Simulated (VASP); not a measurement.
# Be4TeSe3 (Pmn2_1) in VASP: single point with r2SCAN

Aim: the single point of Be4TeSe3 with r2SCAN.

Program: VASP 6.6.1. These are calculated values, not measurements. Logs are shortened: lines on timing, memory, paths and dates and some standing lists are left out, and cuts for length are marked.

**1. The structure**

It takes space group Pmn2_1 (No. 31, orthorhombic). The conventional cell has a = 7.482 Å, b = 6.476 Å, c = 6.166 Å, α = 90.00°, β = 90.00°, γ = 90.00°. Be (site symmetry m) has 3 Se at 2.26 Å and 1 Te at 2.43 Å as nearest neighbours. Be (site symmetry 1) has 3 Se at 2.24 to 2.27 Å and 1 Te at 2.42 Å as nearest neighbours. Be (site symmetry m) is surrounded by 3 Se at 2.27 Å and 1 Te at 2.43 Å. Te (site symmetry m) has 4 Be at 2.42 to 2.43 Å as nearest neighbours. Se (site symmetry m) is surrounded by 4 Be at 2.24 to 2.27 Å. Around Se (site symmetry 1) lie 4 Be at 2.25 to 2.27 Å.

The cell was built by a generator and needn't be a form met in nature.

**2. Single point, r2SCAN**

The input, INCAR:

```
SYSTEM = Be4TeSe3
PREC = Accurate ; ENCUT = 520
EDIFF = 1E-6 ; ISMEAR = 0
SIGMA = 0.03 ; LREAL = .FALSE.
LASPH = .TRUE. ; NELM = 150
ALGO = Normal ; ISIF = 2
LWAVE = .FALSE. ; LCHARG = .FALSE.
METAGGA = R2SCAN ; LMIXTAU = .TRUE.
KPAR = 4
```

The input, KPOINTS:

```
Automatic mesh
0
G
  4 4 4
  0 0 0
```

The input, POSCAR:

```
Be4TeSe3
1.0
    7.4820500000      0.0000000000      0.0000000000
    0.0000000000      6.4760600000      0.0000000000
    0.0000000000      0.0000000000      6.1663000000
Be Te Se
8 2 6
Direct
    0.0000000000      0.3117530000      0.3670580000
    0.2374030000      0.1579390000      0.8676340000
    0.7625970000      0.1579390000      0.8676340000
    0.5000000000      0.3384770000      0.3954350000
    0.0000000000      0.6615230000      0.8954350000
    0.7374030000      0.8420610000      0.3676340000
    0.5000000000      0.6882470000      0.8670580000
    0.2625970000      0.8420610000      0.3676340000
    0.5000000000      0.3356980000      0.0008140000
    0.0000000000      0.6643020000      0.5008140000
    0.0000000000      0.3262150000      0.0004050000
    0.2510770000      0.1647170000      0.5005510000
    0.7489230000      0.1647170000      0.5005510000
    0.7510770000      0.8352830000      0.0005510000
    0.5000000000      0.6737850000      0.5004050000
    0.2489230000      0.8352830000      0.0005510000
```

Potentials or basis: VASP PAW PBE potentials, release 64 (Be, Te, Se).

Started as:

```sh
$ cat potpaw_PBE.64/Be/POTCAR potpaw_PBE.64/Te/POTCAR potpaw_PBE.64/Se/POTCAR > POTCAR
$ mpirun -np 4 vasp_std > vasp.out
```

OUTCAR:

```text
SYSTEM = Be4TeSe3
   PREC = Accurate
   ENCUT = 520
   EDIFF = 1E-6
   ISMEAR = 0
   LREAL = .FALSE.
   LASPH = .TRUE.
   NELM = 150
   ISIF = 2
   METAGGA = R2SCAN

 ion  position               nearest neighbor table
   1  0.000  0.312  0.367-  12 2.26  13 2.26  11 2.26  10 2.43
   2  0.237  0.158  0.868-  11 2.24  16 2.25  12 2.27   9 2.42
   3  0.763  0.158  0.868-  11 2.24  14 2.25  13 2.27   9 2.42
   4  0.500  0.338  0.395-  15 2.27  13 2.27  12 2.27   9 2.43
   5  0.000  0.662  0.895-  11 2.27  14 2.27  16 2.27  10 2.43
   6  0.737  0.842  0.368-  15 2.24  13 2.25  14 2.27  10 2.42
[... 8 lines left out ...]
  15  0.500  0.674  0.500-   6 2.24   8 2.24   7 2.26   4 2.27
  16  0.249  0.835  0.001-   2 2.25   7 2.26   8 2.27   5 2.27

  LATTYP: Found a simple orthorhombic cell.
 ALAT       =     6.1663000000
 B/A-ratio  =     1.0502343383
 C/A-ratio  =     1.2133775522

  Lattice vectors:

 A1 = (   0.0000000000,   0.0000000000,  -6.1663000000)
 A2 = (   0.0000000000,   6.4760600000,   0.0000000000)
 A3 = (   7.4820500000,   0.0000000000,   0.0000000000)

Analysis of symmetry for initial positions (statically):
=====================================================================
 Subroutine PRICEL returns:
 Original cell was already a primitive cell.

 Routine SETGRP: Setting up the symmetry group for a
 simple orthorhombic supercell.

 Subroutine GETGRP returns: Found  4 space group operations
 (whereof  2 operations were pure point group operations)
 out of a pool of  8 trial point group operations.

The static configuration has the point symmetry C_1h.
 The point group associated with its full space group is C_2v.

Analysis of symmetry for dynamics (positions and initial velocities):
=====================================================================
 Subroutine PRICEL returns:
 Original cell was already a primitive cell.

 Routine SETGRP: Setting up the symmetry group for a
 simple orthorhombic supercell.

 Subroutine GETGRP returns: Found  4 space group operations
 (whereof  2 operations were pure point group operations)
 out of a pool of  8 trial point group operations.

The dynamic configuration has the point symmetry C_1h.
 The point group associated with its full space group is C_2v.

 Subroutine INISYM returns: Found  4 space group operations
 (whereof  2 operations are pure point group operations),
 and found     1 'primitive' translations

----------------------------------------------------------------------------------------

                                     Primitive cell
[... 128 lines left out ...]
   TEBEG  =    0.0;   TEEND  =   0.0 temperature during run
   PSTRESS=    0.0 pullay stress
   NELECT =      64.0000    total number of electrons
   NUPDOWN=      -1.0000    fix difference up-down
   EMIN   =  10.00;   EMAX   =-10.00  energy-range for DOS
   EFERMI =   0.00;   METHOD = LEGACY
   ISMEAR =     0;   SIGMA  =   0.03  broadening in eV -4-tet -1-fermi 0-gaus
   EFERMI_NEDOS =   21; number of points for ismear=-14 and -15
   IALGO  =     38    algorithm
   IMIX   =      4    mixing-type and parameters
     AMIX     =   0.40;   BMIX     =  1.00
     AMIX_MAG =   1.60;   BMIX_MAG =  1.00
  volume/ion in A,a.u.               =      18.67       126.02
  Fermi-wavevector in a.u.,A,eV,Ry     =   0.979526  1.851036 13.054407  0.959472
  Thomas-Fermi vector in A             =   2.110386
   LORBIT       =      0    0 simple, 1 ext, 2 COOP (PROOUT), +10 PAW based schemes
   METAGGA = R2SCAN    functional components
   LHFCALC =     F    Hartree Fock is set to
   AEXX    =    0.0000 exact exchange contribution
   IVDW    =     0    specifies the selected vdW correction
   LEPSILON=     F    determine dielectric tensor
   LRPA    =     F    only Hartree local field effects (RPA)
 non-spin polarized calculation
 Gauss-broadening in eV      SIGMA  =   0.03
  energy-cutoff  :      520.00
  volume of cell :      298.78
 maximum number of plane-waves:      8092
 NGX is ok and might be reduce to    56
   NGX = 27   NGY = 25   NGZ = 23

 number of electron      63.9999999 magnetization

 Free energy of the ion-electron system (eV)
  ---------------------------------------------------
  ext. energy  EPLUGINS =         0.00000000
  ---------------------------------------------------
  free energy    TOTEN  =      -184.06289812 eV

  energy without entropy =     -184.06289812  energy(sigma->0) =     -184.06289812

 E-fermi :   3.8013     XC(G=0):  -9.6661

 val. band max:        3.6368775299   @ k =   0.0000   0.0000   0.0000
 cond. band min:       6.9791061469   @ k =   0.0000   0.0000   0.0000
 fundamental gap:      3.3422286170
 Fermi energy:         3.8012744654

 k-point     1 :       0.0000    0.0000    0.0000
  band No.  band energies     occupation
      1     -10.5702      2.00000
      2      -9.5981      2.00000
      3      -9.5924      2.00000
      4      -9.5504      2.00000
      5      -9.1435      2.00000
      6      -9.1058      2.00000
[... 1045 lines left out ...]
     40       8.4104      0.00000
     41       9.6933      0.00000

 [... further k-points ...]

------------------------ aborting loop because EDIFF is reached ----------------------------------------

  FORCE on cell =-STRESS in cart. coord.  units (eV):
  Direction    XX          YY          ZZ          XY          YZ          ZX
  --------------------------------------------------------------------------------------
  -------------------------------------------------------------------------------------
  Total       -0.9113040     -0.8823347     -0.7330708      0.0000000      0.0000000      0.0000000
  in kB       -4.8867231     -4.7313798     -3.9309759      0.0000000      0.0000000      0.0000000
  external PRESSURE =      -4.5163596 kB  Pullay stress =       0.0000000 kB

 VOLUME and BASIS-vectors are now :
 -----------------------------------------------------------------------------
  energy-cutoff  :      520.00
  volume of cell :      298.78
      direct lattice vectors                 reciprocal lattice vectors
     7.482050000  0.000000000  0.000000000     0.133653210  0.000000000  0.000000000
     0.000000000  6.476060000  0.000000000     0.000000000  0.154414876  0.000000000
     0.000000000  0.000000000  6.166300000     0.000000000  0.000000000  0.162171805

 POSITION                                       TOTAL-FORCE (eV/Angst)
 -----------------------------------------------------------------------------------
      0.00000      2.01893      2.26339         0.000000     -0.003662     -0.008360
      1.77626      1.02282      5.35009        -0.012492     -0.005307     -0.005551
      5.70579      1.02282      5.35009         0.012492     -0.005307     -0.005551
      3.74103      2.19200      2.43837         0.000000     -0.002160     -0.008338
      0.00000      4.28406      5.52152         0.000000      0.002160     -0.008338
      5.51729      5.45324      2.26694        -0.012492      0.005307     -0.005551
[... 8 lines left out ...]
      3.74103      4.36347      3.08565         0.000000      0.014253      0.007390
      1.86245      5.40934      0.00340         0.000149      0.006231      0.004929
 -----------------------------------------------------------------------------------
    total drift:                                0.000000      0.000000      0.000678

  FREE ENERGIE OF THE ION-ELECTRON SYSTEM (eV)
  ---------------------------------------------------
  free  energy   TOTEN  =      -184.0628981215 eV

  energy  without entropy=     -184.0628981215  energy(sigma->0) =     -184.06289812
```

It took 3.9 min on 4 MPI ranks of Intel Xeon Platinum 8559C (Emerald Rapids), shared host; peak memory 0.55 GiB.

Results:

```
Free energy            : -184.0629 eV
Pressure               : -0.5 GPa
Largest force          : 0.016 eV/Å
Band gap on the k mesh : 3.34 eV, direct
```

Forces on the atoms (eV/Å):
```
Be   0.000 -0.004 -0.008
Be  -0.012 -0.005 -0.006
Be   0.012 -0.005 -0.006
Be   0.000 -0.002 -0.008
Be   0.000  0.002 -0.008
Be  -0.012  0.005 -0.006
Be   0.000  0.004 -0.008
Be   0.012  0.005 -0.006
Te   0.000  0.006  0.011
Te   0.000 -0.006  0.011
Se   0.000 -0.014  0.007
Se   0.000 -0.006  0.005
Se   0.000 -0.006  0.005
Se   0.000  0.006  0.005
Se   0.000  0.014  0.007
Se   0.000  0.006  0.005
```

Stress tensor (GPa, compression positive):
```
-0.49  0.00  0.00
 0.00 -0.47  0.00
 0.00  0.00 -0.39
```

Caveat: the PAW data sets were made with another functional, which shifts forces and pressure a little; spin-orbit coupling is left out, which moves the levels of the heavy elements. r2SCAN opens gaps a little over a GGA but as a rule still falls short of measured ones.
